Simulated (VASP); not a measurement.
# Core-hole spectrum of PbO2

Wanted: the near-edge structure of PbO2. The cell has space group Fm-3m, a computed entry that need not be the common form of this compound. The start is a computed cell from the Materials Project.

Program: VASP 6.6.1. Level of theory: LDA; plane waves and PAW (O, Pb_d, O), in the first sound run; inputs show where later runs differ. Results are calculated unless marked as measured.

This is a report of a sequence of runs, with most program output left out.

### Step 1. Set-up

Symmetry: Fm-3m, No. 225, cubic system. The conventional cell has a = 5.404 Å, b = 5.404 Å, c = 5.404 Å, α = 90.00°, β = 90.00°, γ = 90.00°. Nearest to O lie 4 Pb at 2.34 Å. Pb has 8 O at 2.34 Å nearest. Farther neighbours and most contacts between anions are not listed.

As a file:

```cif
data_structure
_symmetry_space_group_name_H-M 'P 1'
_symmetry_Int_Tables_number 1
_cell_length_a 5.4040
_cell_length_b 5.4040
_cell_length_c 5.4040
_cell_angle_alpha 90.000
_cell_angle_beta 90.000
_cell_angle_gamma 90.000
_cell_volume 157.81
loop_
_atom_site_label
_atom_site_type_symbol
_atom_site_fract_x
_atom_site_fract_y
_atom_site_fract_z
_atom_site_occupancy
O1 O 0.75000 0.75000 0.75000 1
Pb2 Pb 0.00000 0.00000 0.00000 1
Pb3 Pb 0.00000 0.50000 0.50000 1
Pb4 Pb 0.50000 0.50000 0.00000 1
Pb5 Pb 0.50000 0.00000 0.50000 1
O6 O 0.75000 0.25000 0.25000 1
O7 O 0.25000 0.25000 0.75000 1
O8 O 0.25000 0.75000 0.25000 1
O9 O 0.25000 0.25000 0.25000 1
O10 O 0.25000 0.75000 0.75000 1
O11 O 0.75000 0.75000 0.25000 1
O12 O 0.75000 0.25000 0.75000 1
```

### Step 2. Supercell without a hole

The cell without a hole gives, with ICORELEVEL = 1, the Kohn-Sham core levels of the initial state. It is a supercell, which puts a hole 5.4 Å from its nearest image.

Input file INCAR:

```
SYSTEM = PbO2
PREC = Accurate
ENCUT = 400
EDIFF = 1E-05
NELM = 100
ISMEAR = 0
SIGMA = 0.05
LREAL = .FALSE.
ALGO = Normal
GGA = CA
NBANDS = 64
LWAVE = .FALSE.
LCHARG = .FALSE.
KPAR = 2
NCORE = 4
ICORELEVEL = 1
```

Input file POSCAR:

```
PbO2
1.0
    0.0000000000      0.0000000000      5.4039840000
    5.4039840000      0.0000000000      0.0000000000
    0.0000000000      5.4039840000      0.0000000000
O Pb O
1 4 7
Direct
    0.7500000000      0.7500000000      0.7500000000
    0.0000000000      0.0000000000      0.0000000000
    0.0000000000      0.5000000000      0.5000000000
    0.5000000000      0.5000000000      0.0000000000
    0.5000000000      0.0000000000      0.5000000000
    0.7500000000      0.2500000000      0.2500000000
    0.2500000000      0.2500000000      0.7500000000
    0.2500000000      0.7500000000      0.2500000000
    0.2500000000      0.2500000000      0.2500000000
    0.2500000000      0.7500000000      0.7500000000
    0.7500000000      0.7500000000      0.2500000000
    0.7500000000      0.2500000000      0.7500000000
```

Input file KPOINTS:

```
Automatic mesh
0
Gamma
3 3 3
0 0 0
```

PAW data sets: O, Pb_d and O (PBE family, release 64).

The run is started by

```sh
mpirun -np 8 vasp_std
```

It took 3 s on 8 MPI ranks of AMD EPYC 9R45, shared host; peak memory 0.91 GiB.

The k-mesh is coarse for a metal. These are scalar-relativistic Kohn-Sham levels of the ground state, with no core hole, so they are not binding energies. The PAW data sets were made with PBE, though LDA sets exist; this is a small mismatch.

Numbers from this step:

```yaml
free_energy_toten: -72.4742 eV
energy_at_zero_smearing: -72.4717 eV
fermi_energy: 5.313 eV
pressure: -15.85 GPa
```

The two shallowest core shells; atoms whose shallowest level rounds to another's at 0.01 eV are left out. Core levels, by row:

```tsv
atom	shell	level below the Fermi level (eV)
O1	1s	505.1
Pb2	4f	127.2
Pb2	5p	80
O9	1s	505.1
```

### Step 3. K edge, Wyckoff site O c, full hole, excited electron kept

This step: supercell core-hole method, LDA, full hole, excited electron kept; plane waves and PAW (O, Pb_d, O) (VASP 6.6.1).

One core electron of the first atom, a species of its own in POSCAR, is moved to the lowest empty state, so the cell stays neutral. NBANDS covers the range above the edge.

Input file INCAR:

```
SYSTEM = PbO2
PREC = Accurate
ENCUT = 400
EDIFF = 1E-06
NELM = 100
ISMEAR = 0
SIGMA = 0.05
LREAL = .FALSE.
ALGO = Normal
GGA = CA
NBANDS = 144
LWAVE = .FALSE.
LCHARG = .FALSE.
KPAR = 2
ICORELEVEL = 2
CLNT = 1
CLN = 1
CLL = 0
CLZ = 1
CH_LSPEC = .TRUE.
CH_NEDOS = 1500
CH_SIGMA = 0.5
```

POSCAR is that of step 2.

KPOINTS is that of step 2.

The run is started by

```sh
mpirun -np 8 vasp_std
```

Wall time 7.4 s (8 MPI ranks); peak memory 1 GiB.

This run has no spin polarisation.

Numbers from this step:

- free energy (TOTEN): -215.1395 eV
- energy at zero smearing: -215.1333 eV
- Fermi energy: 6.381 eV
- pressure: -12.96 GPa

The imaginary dielectric function times 10^5, xx has structure finer than the step of the table below, so its rows give means over 1 eV, whole bins alone (the curve runs from 516 to 561 eV). Peaks (eV: height): 521.8: 26.6, 528.8: 34.9, 534.9: 13.9, 537.9: 21.7, 541.4: 17.8, 545.4: 9.13, 550.4: 17.4.

Smoothed further by a Gaussian, to a width of roughly 1 to 1.2 eV in all; heights scale with one over the cell volume; the energy axis is the program's own, and the fall at its high end is where NBANDS ends. Table of imaginary dielectric function times 10^5, xx by photon energy; means over each step:

photon energy (eV), imaginary dielectric function times 10^5, xx and a bar:
```
      518        0.0 
      519        0.1 
      520        1.5 #
      521       12.8 ############
      522       22.3 #####################
      523        4.0 ####
      524        0.0 
      525        0.9 #
      526       11.1 ###########
      527       18.3 #################
      528       24.7 #######################
      529       31.6 ##############################
      530       13.8 #############
      531        5.9 ######
      532        1.9 ##
      533        1.8 ##
      534        6.4 ######
      535       12.6 ############
      536        9.4 #########
      537       15.9 ###############
      538       20.5 ###################
      539       14.6 ##############
      540       13.8 #############
      541       15.2 ##############
      542       12.5 ############
      543        4.2 ####
      544        4.1 ####
      545        7.7 #######
      546        7.5 #######
      547        5.1 #####
      548        5.8 ######
      549       11.2 ###########
      550       15.6 ###############
      551       14.2 #############
      552        7.9 #######
      553        5.6 #####
      554        6.3 ######
      555        6.0 ######
      556        3.8 ####
      557        0.3 
      558        0.0
```

The smoothed xx curve reaches a tenth of its top at about 520 eV.

### Step 4. K edge, Wyckoff site O c, no hole

This step: supercell core-hole method, LDA, no hole; plane waves and PAW (O, Pb_d, O) (VASP 6.6.1).

With CLZ = 0 the final states feel no hole, which shows what the hole does. NBANDS covers the range above the edge.

INCAR: that of step 3 with these lines changed.

```diff
@@ -18,3 +18,3 @@
 CLL = 0
-CLZ = 1
+CLZ = 0
 CH_LSPEC = .TRUE.
```

POSCAR is that of step 3.

KPOINTS is that of step 3.

The run is started by

```sh
mpirun -np 8 vasp_std
```

It took 7.4 s on 8 MPI ranks; peak memory 1 GiB.

This step gave:

```
free energy (TOTEN)     : -72.4742 eV
energy at zero smearing : -72.4717 eV
Fermi energy            : 5.313 eV
pressure                : -15.87 GPa
```

The imaginary dielectric function times 10^5, xx has structure finer than the step of the table below, so its rows give means over 2 eV, whole bins alone (the curve runs from 516 to 561 eV). Peaks (eV: height): 522.0: 54.8, 529.3: 46.2, 535.1: 15.3, 538.3: 23.8, 541.8: 23.8, 550.6: 19.6.

Smoothed further by a Gaussian, to a width of roughly 1 to 1.2 eV in all; heights scale with one over the cell volume; the energy axis is the program's own, and the fall at its high end is where NBANDS ends. The imaginary dielectric function times 10^5, xx by photon energy; means over each step:

photon energy (eV), imaginary dielectric function times 10^5, xx and a bar:
```
      518        0.0 
      520        5.3 ####
      522       37.6 ##############################
      524        1.7 #
      526        9.4 ########
      528       25.0 ####################
      530       30.9 #########################
      532        4.7 ####
      534        6.1 #####
      536       10.8 #########
      538       20.2 ################
      540       16.4 #############
      542       17.6 ##############
      544        6.2 #####
      546        8.4 #######
      548        6.5 #####
      550       15.4 ############
      552       10.6 ########
      554        6.5 #####
      556        3.4 ###
      558        0.0 
      560        0.0
```

The smoothed xx curve reaches a tenth of its top at about 520 eV.

### Step 5. Summary

This step: supercell core-hole method, LDA; plane waves and PAW (VASP 6.6.1).

No new run; the numbers come from the runs before.

Core-hole runs:

```tsv
site	hole	cost (core minutes)
O c	full hole, excited electron kept	0.99
O c	no hole	0.99
```

### Step 6. Results

```
K edge of O c, full hole, excited electron kept : xx reaches a tenth of its top at 520.44 eV on the program's axis; share within the next 5 eV of the next 20 eV: 17 %
K edge of O c, no hole                          : xx reaches a tenth of its top at 520.21 eV on the program's axis; share within the next 5 eV of the next 20 eV: 27 %
```

**Reading.** The O K edge, for light polarised along x, reaches a tenth of its top at 520.44 eV on the program's axis. That mark passes over any weaker pre-edge, and only dipole transitions enter. The electron from the core stays in the cell and fills some of the lowest empty states. Whether the program still counts those as final states wasn't checked, so features at and just under the onset are in doubt. Share of the first 20 eV of absorption, for light polarised along x, that lies within 5 eV of each run's own onset: 27 % with no hole and 17 % with full hole, excited electron kept. One site of the element was run (Wyckoff letter c). With 12 atoms and a 3×3×3 mesh the peak shapes still carry the imprint of the mesh, and the holes are close enough to feel one another. The fall at the high end is where NBANDS ends. The other core electrons stay frozen, so neither the program's energy axis nor the change of TOTEN is an excitation energy; spectra are aligned at the onset when set beside measurement. The given cell is kept, although it stands at -15.9 GPa at LDA and ENCUT = 400 eV, which holds the mismatch of the given cell with this functional, any error of the entry itself and any basis-set error. So large a force or stress means that the given cell is far from the equilibrium of this level, whether by faulty coordinates, another magnetic state or phase, or the functional; the values can't be taken for those of the compound at rest. Not tabulated here, as repeats of values shown or as unfit to read for their mesh, reference level or band range: core levels (K edge).

[Lines on the potential files, build, host, timing and source positions are cut from VASP's logs without a mark.]

[Logs are printed without paths, hosts, clocks, repeated set-up lines and the standing remarks that a program may print on its own settings, such as how far it seeks lower states.]

[Hosts, paths, dates, database ids (printed as entryN), source tags and the programs' standing remarks are cut or masked in the printed files.]
